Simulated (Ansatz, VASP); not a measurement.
# KBr: VASP beside Ansatz

One calculation is typed for both programs; each brings its own data sets. How far apart do they land? The cell is taken from a series of runs on this material, whose earlier steps may have relaxed, scaled, displaced or heated it; both programs get it as it stands.

Calculated with Ansatz 0.2.0; plane waves, with VASP 6.6.1 beside it; HSE06.

## Step 1: Set-up

Symmetry: Fm-3m, No. 225, cubic system. The conventional cell has a = 6.701 Å, b = 6.701 Å, c = 6.701 Å, α = 90.00°, β = 90.00°, γ = 90.00°. Nearest to K lie 6 Br at 3.35 Å. Nearest to Br lie 6 K at 3.35 Å. Farther neighbours and most contacts between anions are not listed.

As a file:

```cif
data_structure
_symmetry_space_group_name_H-M 'Fm-3m'
_symmetry_Int_Tables_number 225
_cell_length_a 6.7009
_cell_length_b 6.7009
_cell_length_c 6.7009
_cell_angle_alpha 90.000
_cell_angle_beta 90.000
_cell_angle_gamma 90.000
_cell_volume 300.88
loop_
_atom_site_label
_atom_site_type_symbol
_atom_site_symmetry_multiplicity
_atom_site_Wyckoff_symbol
_atom_site_fract_x
_atom_site_fract_y
_atom_site_fract_z
_atom_site_occupancy
K1 K 4 a 0.00000 0.00000 0.00000 1
Br1 Br 4 b 0.50000 0.00000 0.00000 1
```

## Step 2: Ansatz: single point, HSE06

Ansatz runs on its default PAW (the set named soft_2) files.

With cell and atoms fixed, the geometry can't cause a difference; cores, projectors, grids and the points listed under the comparison can.

input.yaml

```yaml
crystal:
  lattice:
    - [0.0, 3.3504491013, 3.3504491013]
    - [3.3504491013, 0.0, 3.3504491013]
    - [3.3504491013, 3.3504491013, 0.0]
  atoms:
    - { symbol: K, position: [0.0, 0.0, 0.0] }
    - { symbol: Br, position: [0.5, 0.5, 0.5] }
kpoints:
  mp_grid: { grid: [4, 4, 4] }
  band_path:
    path:
      - [0.0, 0.0, 0.0]
      - [0.5, 0.0, 0.5]
      - [0.625, 0.25, 0.625]
      - [0.375, 0.375, 0.75]
      - [0.5, 0.5, 0.5]
      - [0.5, 0.25, 0.75]
    npoints: 1
hamiltonian:
  xc: hse06
scf:
  occupations: { method: fixed }
  n_extra_bands: 4
output:
  eigenvalues: true
```

The run is started by

```console
> ansatz run input.yaml --threads 3 --pin off --max-ram 92160MiB --backend cuda --events-out ev --progress --plain --runs-dir out --devices 1 --max-vram 13GiB
```

Numbers of over 12 decimals in the logs are rounded to 6 here.

Output:

```text
scf.n_extra_bands = 4 over 8 filled bands (N_el = 16.0): the run solves 12 bands
GPUs: using 1 of 1 available (devices: 1).
Engine: ansatz 0.2.0, x86_64-unknown-linux-gnu
Pseudopotentials: kind: paw
Pseudopotential: K, paw, valence charge 9, recommended cutoff 420 eV (normal), K.paw.azcp
Pseudopotential: Br, paw, valence charge 7, recommended cutoff 420 eV (normal), Br.paw.azcp
Functional definition: HSE06
  parameter a = 0.25
  parameter omega = 0.11/bohr
  exchange = pbe_x - a*pbe_x_sr(omega) + a*exact_x_sr(omega)
  correlation = pbe_c
davidson cushion auto → on  (no smearing: the cushion is to keep the highest requested band from converging to the state above it; pin scf.eigensolver.cushion to override)
device memory: the entry about to start is reckoned to put 0.9 GiB on a device that reports 29.3 GiB free (of which the cap on the GPU budget leaves the run 13.0 GiB)
GPU FFT provider: cuFFT
GPU libraries: cuBLAS 13.8.2, cuFFT 12.4.0, cuSOLVER 12.3.4
Crystal: 2 atoms, lattice volume = 75.221 Å³
Basis set: ecut = 420 eV, 1459 PW (Γ)
Bands: 12, of which v1, the nominal top of the filled ones, is band 8 counted from 1 (7 counted from 0)
Symmetry: 48 space group operations
Space group: Fm-3m (ITA 225), of the structure as read, at distance tolerance 4.2e-5 Å
k-points: 8 of 64
Non-local potential: K, projectors of the file, l = 0: 3, l = 1: 2, l = 2: 2
Non-local potential: Br, projectors of the file, l = 0: 2, l = 1: 2, l = 2: 2
PAW form: soft (Blöchl's): semilocal exchange-correlation on the pseudo side does not see the compensation charge
PAW frozen core: K, regenerated for the run's functional, and the local potential with it (the file was generated under x = pbe(κ = 0.804, μ = 0.219515), c = pbe(β = 0.066725))
PAW frozen core: Br, regenerated for the run's functional, and the local potential with it (the file was generated under x = pbe(κ = 0.804, μ = 0.219515), c = pbe(β = 0.066725))
PAW one-centre angular grid: K, 110 points (default); XC on 64 Gauss nodes
PAW one-centre angular grid: Br, 110 points (default); XC on 64 Gauss nodes
Initial density: superposition of atomic densities (neutral atoms: chi_scale 0, normalization atom), corrected by the library's trained network
Initial wavefunctions: pseudopotential atomic-orbital guess
GPU buffer pool allocated for 32768 grid points (all kernels)
GPU transforms: local potential and band sums: pruned to the plane-wave sphere, on 32×32×32
Functional: x = pbe(κ = 0.804, μ = 0.219515), c = pbe(β = 0.066725), warm-up for x = pbe(κ = 0.804, μ = 0.219515) + 0.25 (exact − pbe) at short range (hse, ω = 0.207870 Å⁻¹), c = pbe(β = 0.066725); HSE06 as pw.x's `hse` composes it (authors' and Libxc's form: `xc: wpbeh`)
SCF iter   1: F=—  HF=-4324.499698 eV  |F-HF|=—  |Δ(HF+E_count)|=         —  Δρ=1.30e-3  dr2=1.91e-3  ethr=1.77e-3  ⟨swp⟩=12.0  Hψ=553  notcnv=0
preconditioner: auto → none  [insulator: Δε(μ)=4.277 eV  Ē_g=14.661 eV  n_scr=14 (ndim 8)  ℏωp=16.0 eV  f_vac=0.081]
iter 2 solved again at ethr=2.02e-7 eV; its pass at ethr=1.19e-5 eV (dr2=3.23e-5 eV) is discarded
SCF iter   2: F=-4324.499428 eV  HF=-4324.499430 eV  |F-HF|=1.89e-6  |Δ(HF+E_count)|=   2.68e-4  Δρ=1.92e-4  dr2=3.26e-5  ethr=2.02e-7  ⟨swp⟩=4.2  Hψ=633  notcnv=0  defer=2
SCF 1 stopped early in 2 iterations: F = -4324.499428 eV  dr2 = 3.26e-5
  greatest PAW one-centre occupation: 0.987 electrons in one spin orbital (limit 2), on the K atom at site 0 (counted from 0), in its partial waves of l = 0
device memory: the entry about to start is reckoned to put 1.6 GiB on a device that reports 29.3 GiB free (of which the cap on the GPU budget leaves the run 13.0 GiB)
GPU FFT provider: cuFFT
GPU libraries: cuBLAS 13.8.2, cuFFT 12.4.0, cuSOLVER 12.3.4
Initial density: handed on by an earlier stage of this run
Initial wavefunctions: those handed on with the density
GPU buffer pool allocated for 32768 grid points (all kernels)
GPU transforms: local potential and band sums: pruned to the plane-wave sphere, on 32×32×32
Functional: x = pbe(κ = 0.804, μ = 0.219515) + 0.25 (exact − pbe) at short range (hse, ω = 0.207870 Å⁻¹), c = pbe(β = 0.066725); HSE06 as pw.x's `hse` composes it (authors' and Libxc's form: `xc: wpbeh`)
Exchange kernel: α = 0.2500, screened, ω = 0.2079 Å⁻¹, Wigner–Seitz truncation, v(0) = 1041.9702 eV·Å³, q-mesh 4×4×4, nearest image of the exchange supercell L = 18.95 Å, pair-density grid 18×18×18, without the augmentation charges, whose exchange is taken in its separable form by FFT convolution over the k-point mesh (sized by the pseudopotential files, 27×27×27 at the most), smooth part of the exact exchange by density-matrix convolution in up to 1.32 GiB of GPU memory as planned if the GPU has room (build and FFT work areas not counted)
Frozen-core exchange: fock
SCF iter   1: F=—  HF=-4327.405950 eV  |F-HF|=—  |Δ(HF+E_count)|=         —  Δρ=2.79e-3  dr2=5.21e-3  ethr=2.04e-6  ⟨swp⟩=8.8  Hψ=578  notcnv=0
preconditioner: auto → none  [insulator: Δε(μ)=5.490 eV  Ē_g=16.520 eV  n_scr=14 (ndim 8)  ℏωp=16.0 eV  f_vac=0.081]
SCF iter   2: F=—  HF=-4327.404312 eV  |F-HF|=—  |Δ(HF+E_count)|=   1.64e-3  Δρ=1.23e-3  dr2=7.53e-4  ethr=2.04e-6  ⟨swp⟩=4.8  Hψ=353  notcnv=0
SCF iter   3: F=—  HF=-4327.405864 eV  |F-HF|=—  |Δ(HF+E_count)|=   1.55e-3  Δρ=4.20e-4  dr2=1.64e-4  ethr=2.04e-6  ⟨swp⟩=5.0  Hψ=322  notcnv=0  defer=5
SCF iter   4: F=—  HF=-4327.405812 eV  |F-HF|=—  |Δ(HF+E_count)|=   5.21e-5  Δρ=3.41e-5  dr2=2.31e-6  ethr=9.80e-7  ⟨swp⟩=3.0  Hψ=259  notcnv=0
SCF iter   5: F=-4327.405828 eV  HF=-4327.405828 eV  |F-HF|=2.93e-7  |Δ(HF+E_count)|=   1.59e-5  Δρ=1.99e-5  dr2=6.58e-7  ethr=6.75e-9  ⟨swp⟩=5.8  Hψ=381  notcnv=0  defer=8
SCF 2 stopped early in 5 iterations: F = -4327.405828 eV  dr2 = 6.58e-7
  greatest PAW one-centre occupation: 0.989 electrons in one spin orbital (limit 2), on the K atom at site 0 (counted from 0), in its partial waves of l = 0
hybrid outer 1: dexx = +2.211e-3 eV, tail = 9.80e-6 eV
GPU FFT provider: cuFFT
GPU libraries: cuBLAS 13.8.2, cuFFT 12.4.0, cuSOLVER 12.3.4
GPU buffer pool allocated for 32768 grid points (all kernels)
GPU transforms: local potential and band sums: pruned to the plane-wave sphere, on 32×32×32
Exchange kernel: α = 0.2500, screened, ω = 0.2079 Å⁻¹, Wigner–Seitz truncation, v(0) = 1041.9702 eV·Å³, q-mesh 4×4×4, nearest image of the exchange supercell L = 18.95 Å, pair-density grid 18×18×18, without the augmentation charges, whose exchange is taken in its separable form by FFT convolution over the k-point mesh (sized by the pseudopotential files, 27×27×27 at the most), smooth part of the exact exchange by density-matrix convolution in up to 1.32 GiB of GPU memory as planned if the GPU has room (build and FFT work areas not counted)
Frozen-core exchange: fock
SCF iter   1: F=—  HF=-4327.406094 eV  |F-HF|=—  |Δ(HF+E_count)|=         —  Δρ=3.17e-5  dr2=2.21e-7  ethr=3.06e-7  ⟨swp⟩=3.4  Hψ=293  notcnv=0
preconditioner: auto → none  [insulator: Δε(μ)=5.473 eV  Ē_g=16.523 eV  n_scr=14 (ndim 8)  ℏωp=16.0 eV  f_vac=0.085]
SCF iter   2: F=-4327.406094 eV  HF=-4327.406094 eV  |F-HF|=8.73e-9  |Δ(HF+E_count)|=   3.42e-8  Δρ=1.30e-5  dr2=3.33e-8  ethr=1.11e-9  ⟨swp⟩=4.8  Hψ=308  notcnv=0  defer=3
SCF 3 converged in 2 iterations: F = -4327.406094 eV  dr2 = 3.33e-8
hybrid outer 2: dexx = +1.443e-7 eV, tail = 7.87e-8 eV, Δε = 1.51e-3 eV (about 1.26e-4 eV left of the loop's levels)
the search or the solves at the SCF's close seem to have found levels that the self-consistency loop had missed (the run counts 2). By its estimate they hold under 1e-12 electrons; where the run keeps them, the occupations were computed again with them
device memory: the entry about to start is reckoned to put 0.3 GiB on a device that reports 29.8 GiB free (of which the cap on the GPU budget leaves the run 13.0 GiB)
NSCF: frozen V_eff on 6 k-points
hybrid SCF converged: 2 outer / 7 inner (+2 warm-up), last move |dexx| = 1.44e-7 eV, tail = 7.87e-8 eV
Stability not checked: this state was not tested for a lower state beside it, because the functional holds exact exchange (a hybrid, or Hartree-Fock), whose exchange loop this test does not read (fock_operator; see scf.lower_state_search)
Free energy (F): -4327.406094 eV
Frozen-core exchange: fock
Harris-Foulkes:  -4327.406094 eV  (|F-HF|=8.73e-9)
Internal energy: -4327.406094 eV  (E = F + TS)
E sigma→0 (E₀):  -4327.406094 eV
Fermi energy:    -0.087026 eV
--- Per-component energies (eV) ---
  E_band       = -163.810681
  E_kinetic    = 387.773338
  E_local      = -856.521350  (includes V_loc(G=0)·N_el)
  E_nonlocal   = 82.450359
  E_hartree    = 278.810743
  E_xc         = -316.812435
  E_vxc        = -214.526712  (∫ρ·V_xc dr)
  E_exx        = -37.355137  (= α·E_x^exact, valence–valence)
  E_paw        = -3077.307136  (= ΣΔE_a)
  E_vpaw       = -45.898826  (= ΣTr[D̂ρ^β])
  E_aug_tail   = -0.000004  (compensation charges beyond the density's cutoff)
  E_ewald      = -787.940127
  E_core_change = -0.504345  (= ΣΔE_core)
  E_smearing   = -0.000000  (= −TS)
  E_closure    = 0.000000  (closes the sum)
  Σ components = -4327.406094   (vs F -4327.406094, Δ=9.09e-13)
--- Band table (eV; the first three rows and the last of 8) ---
  k-point 0: bands = [... 4 lower, -12.2527, -0.0870, -0.0870, -0.0870, 5.3856, 8.8539, 8.8539, 8.8539]
  k-point 1: bands = [... 4 lower, -12.1275, -0.7226, -0.2464, -0.2464, 6.6170, 8.6268, 9.5663, 9.5663]
  k-point 2: bands = [... 4 lower, -12.0153, -1.2268, -0.3958, -0.3958, 7.5510, 9.3066, 11.1254, 11.1254]
  k-point 7: bands = [... 4 lower, -12.1615, -0.6699, -0.6699, -0.6000, 8.4930, 8.4930, 9.3098, 10.2190]
```

The column dr2 measures how far the density is from self-consistency, as an energy; F and HF (Harris–Foulkes) agree once it is small.

## Step 3: VASP: single point, HSE06

The same cell, functional and mesh now go to VASP, with its own data sets.

Lines of VASP's logs that name or quote its potential files are left out, and so is its time.

The run reads the wave functions of an earlier VASP run, which isn't shown here.

INCAR

```
SYSTEM = KBr
PREC = Accurate
ENCUT = 400
EDIFF = 1E-06
NELM = 100
ISMEAR = 0
SIGMA = 0.01
LREAL = .FALSE.
ALGO = Normal
LHFCALC = .TRUE.
AEXX = 0.25
GGA = PE
HFSCREEN = 0.208
LASPH = .TRUE.
NBANDS = 14
PRECFOCK = Fast
LORBIT = 11
LWAVE = .FALSE.
LCHARG = .FALSE.
KPAR = 8
ISIF = 2
```

POSCAR

```
KBr
1.0
    0.0000000000      3.3504491013      3.3504491013
    3.3504491013      0.0000000000      3.3504491013
    3.3504491013      3.3504491013      0.0000000000
K Br
1 1
Direct
    0.0000000000      0.0000000000      0.0000000000
    0.5000000000      0.5000000000      0.5000000000
```

KPOINTS

```
Automatic mesh
0
Gamma
4 4 4
0 0 0
```

The projector-augmented-wave data sets are K_sv and Br (PBE family, release 64).

The run is started by

```console
> mpirun -np 8 vasp_std
```

Output:

```text
[banner, memory and clock lines left out]
running    8 mpi-ranks, on    1 nodes
 distrk:  each k-point on    1 cores,    8 groups
 distr:  one band on    1 cores,    1 groups

 POSCAR found type information on POSCAR K Br
 POSCAR found :  2 types and       2 ions
|                                                                             |
|           W    W    AA    RRRRR   N    N  II  N    N   GGGG   !!!           |
|           W    W   A  A   R    R  NN   N  II  NN   N  G    G  !!!           |
|           W    W  A    A  R    R  N N  N  II  N N  N  G       !!!           |
|           W WW W  AAAAAA  RRRRR   N  N N  II  N  N N  G  GGG   !            |
|           WW  WW  A    A  R   R   N   NN  II  N   NN  G    G                |
|           W    W  A    A  R    R  N    N  II  N    N   GGGG   !!!           |
|                                                                             |
|     For optimal performance we recommend to set                             |
|       NCORE = 2 up to number-of-cores-per-socket                            |
|     NCORE specifies how many cores store one orbital (NPAR=cpu/NCORE).      |
|     This setting can greatly improve the performance of VASP for DFT.       |
|     The default, NCORE=1 might be grossly inefficient on modern             |
|     multi-core architectures or massively parallel machines. Do your        |
|     Unfortunately you need to use the default for GW and RPA                |
|     calculations (for HF NCORE is supported but not extensively tested      |
|     yet).                                                                   |
|                                                                             |

 LDA part: xc-table for (Slater+PW92), standard interpolation
 found WAVECAR, reading the header
 POSCAR, INCAR and KPOINTS ok, starting setup
 FFT: planning ... GRIDC
 FFT: planning ... GRID_SOFT
 FFT: planning ... GRID
 reading WAVECAR
 the WAVECAR file was read successfully
 initial charge from wavefunction
 entering main loop
       N       E                     dE             d eps       ncg     rms          rms(c)
DAV:   1    -0.716992185049E+01   -0.71699E+01   -0.12469E-01   242   0.357E+00    0.114E+00
DAV:   2    -0.717130517426E+01   -0.13833E-02   -0.57314E-03   278   0.512E-01    0.690E-01
DAV:   3    -0.717094241546E+01    0.36276E-03   -0.51180E-04   300   0.181E-01    0.390E-01
DAV:   4    -0.717085471153E+01    0.87704E-04   -0.13391E-04   266   0.892E-02    0.221E-01
DAV:   5    -0.717083412758E+01    0.20584E-04   -0.31056E-05   342   0.389E-02    0.127E-01
DAV:   6    -0.717082796698E+01    0.61606E-05   -0.49100E-06   284   0.173E-02    0.739E-02
DAV:   7    -0.717082605455E+01    0.19124E-05   -0.20408E-06   266   0.110E-02    0.434E-02
DAV:   8    -0.717082572037E+01    0.33418E-06   -0.73992E-07   208   0.712E-03
   1 F= -.71708257E+01 E0= -.71708257E+01  d E =-.105144E-41
```

OUTCAR, selected parts (step 3):

```text
ion  position               nearest neighbor table
   1  0.000  0.000  0.000-
   2  0.500  0.500  0.500-

  LATTYP: Found a face centered cubic cell.
 ALAT       =     6.7008982026

 Subroutine GETGRP returns: Found 48 space group operations
 (whereof 48 operations were pure point group operations)

The static configuration has the point symmetry O_h .

 Found      8 irreducible k-points:

   k-points           NKPTS =      8   k-points in BZ     NKDIM =     64   number of bands    NBANDS=     14

   dimension x,y,z NGX =    32 NGY =   32 NGZ =   32
   dimension x,y,z NGXF=    64 NGYF=   64 NGZF=   64

   ENCUT  =  400.0 eV  29.40 Ry    5.42 a.u.   7.73  7.73  7.73*2*pi/ulx,y,z

   NELECT =      16.0000    total number of electrons

 k-points in reciprocal lattice and weights: Automatic mesh
   0.00000000  0.00000000  0.00000000       0.016
   0.25000000  0.00000000  0.00000000       0.125
   0.50000000  0.00000000  0.00000000       0.062
   0.25000000  0.25000000  0.00000000       0.094
   0.50000000  0.25000000  0.00000000       0.375
  -0.25000000  0.25000000  0.00000000       0.188
   0.50000000  0.50000000  0.00000000       0.047
  -0.25000000  0.50000000  0.25000000       0.094

  exchange ACFDT corr.  =         0.00000000  see jH, gK, PRB 81, 115126

 average (electrostatic) potential at core
       1 -32.3300       2 -61.3390

 E-fermi :  -2.6897

 k-point     1 :       0.0000    0.0000    0.0000
  band No.  band energies     occupation
    ...
      4     -14.9697      2.00000
      5     -14.9697      2.00000
      6      -2.7837      2.00000
      7      -2.7837      2.00000
      8      -2.7837      2.00000
      9       2.6856      0.00000
     10       6.1630      0.00000
     11       6.1630      0.00000
     12       6.1630      0.00000
     13       7.0873      0.00000
    ...

 k-point     2 :       0.2500    0.0000    0.0000
  band No.  band energies     occupation
    ...
      4     -14.9713      2.00000
      5     -14.8453      2.00000
      6      -3.4182      2.00000
      7      -2.9419      2.00000
      8      -2.9419      2.00000
      9       3.9178      0.00000
     10       5.9363      0.00000
     11       6.8757      0.00000
     12       6.8757      0.00000
     13       7.8274      0.00000
    ...

 k-point     3 :       0.5000    0.0000    0.0000
  band No.  band energies     occupation
    ...
      4     -14.9730      2.00000
      5     -14.7338      2.00000
      6      -3.9213      2.00000
      7      -3.0902      2.00000
      8      -3.0902      2.00000
      9       4.8563      0.00000
     10       6.6125      0.00000
     11       8.4371      0.00000
     12       8.4371      0.00000
     13       8.4641      0.00000
    ...

  Total       -0.0937456     -0.0937456     -0.0937456      0.0000000      0.0000000     -0.0000000
  in kB       -1.9967436     -1.9967436     -1.9967436      0.0000000      0.0000000     -0.0000000
  external PRESSURE =      -1.9967436 kB  Pullay stress =       0.0000000 kB

  energy-cutoff  :      400.00
  volume of cell :       75.22
      direct lattice vectors                 reciprocal lattice vectors
     0.000000000  3.350449101  3.350449101    -0.149233725  0.149233725  0.149233725
     3.350449101  0.000000000  3.350449101     0.149233725 -0.149233725  0.149233725
     3.350449101  3.350449101  0.000000000     0.149233725  0.149233725 -0.149233725

 POSITION                                       TOTAL-FORCE (eV/Angst)
 -----------------------------------------------------------------------------------
      0.00000      0.00000      0.00000        -0.000000     -0.000000      0.000000
      3.35045      3.35045      3.35045         0.000000      0.000000     -0.000000
 -----------------------------------------------------------------------------------
    total drift:                                0.000000      0.000000      0.000000

  FREE ENERGIE OF THE ION-ELECTRON SYSTEM (eV)
  ---------------------------------------------------
  free  energy   TOTEN  =        -7.1708257204 eV

  energy  without entropy=       -7.1708257204  energy(sigma->0) =       -7.17082572

 total charge
# of ion       s       p       d       tot
------------------------------------------
    1        1.957   5.621   0.017   7.594
    2        1.593   3.334   0.001   4.928
--------------------------------------------------
tot          3.550   8.955   0.018  12.522

[... 3 further parts left out ...]
```

The k-mesh is coarse for exact exchange; levels may shift by about 0.1 eV on a finer one.

## Step 4: Side by side

Known differences besides the potentials themselves: exact exchange at q = 0 is treated differently, which shows on coarse meshes; VASP keeps PBE cores, Ansatz makes them for the functional; fixed occupations in Ansatz, narrow Gaussian smearing in VASP; the cutoff is 420 eV in Ansatz and 400 eV in VASP; VASP takes a coarser grid for exact exchange (PRECFOCK = Fast). Total energies have different zeros and are not compared.

Compared:

```csv
quantity,Ansatz,VASP,difference
gap on the k mesh (eV),5.473,5.469,+0.003
```

A gap on the mesh is an upper bound, since the band edges may lie between its points.

## Step 5: Outcome

- difference in gap on the k mesh (single point, HSE06): 0.0033 eV

**Reading.** The difference in gap on the k mesh is 0.0033 eV (single point, HSE06), within the 0.08 eV picked in this series as the mark of a large difference. How closely two codes agree says nothing of how well the functional describes the real material.

[Lines on the potential files, build, host, timing and source positions are cut from VASP's logs without a mark.]

[Logs are printed without paths, hosts, clocks, repeated set-up lines and the standing remarks that a program may print on its own settings, such as how far it seeks lower states.]

[Hosts, paths, dates, database ids (printed as entryN), source tags and the programs' standing remarks are cut or masked in the printed files.]
